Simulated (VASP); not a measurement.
Given:

```xyz
3
Lattice="4.1114 0.0000 0.0000 -2.0557 3.5606 0.0000 0.0000 0.0000 19.4224" Properties=species:S:1:pos:R:3 pbc="T T T"
I      2.0557     1.1869     8.0274
I      0.0000     2.3737    11.3950
Mg    -2.0557     3.5606     9.7112
```

These are PBE GGA with D3 dispersion (Becke-Johnson damping), VASP's PBE PAW potentials (set 64) (plane waves; VASP 6.6.1) values and carry that method's errors. Run with PREC = Normal, 400 eV cut-off, 12×12×1 Γ-centred mesh, Gaussian smearing of 0.050 eV, potentials I Mg.

Unless said otherwise, spin-orbit coupling is left out, though it shifts the bands of the heavy elements here.

Q: What does the run give for the energy per atom (σ→0), band gap (on the k-mesh) with the smallest direct gap where there is one?

A: 
* **band gap (on the k-mesh)**: 3.62 eV
* **smallest direct gap (on the k-mesh)**: 4.10 eV
* **energy per atom (σ→0)**: -2.809 eV/atom

Only differences to runs with the same potentials and settings are physical.

The cell is a sheet with vacuum, built from MgI2 (1T layered).
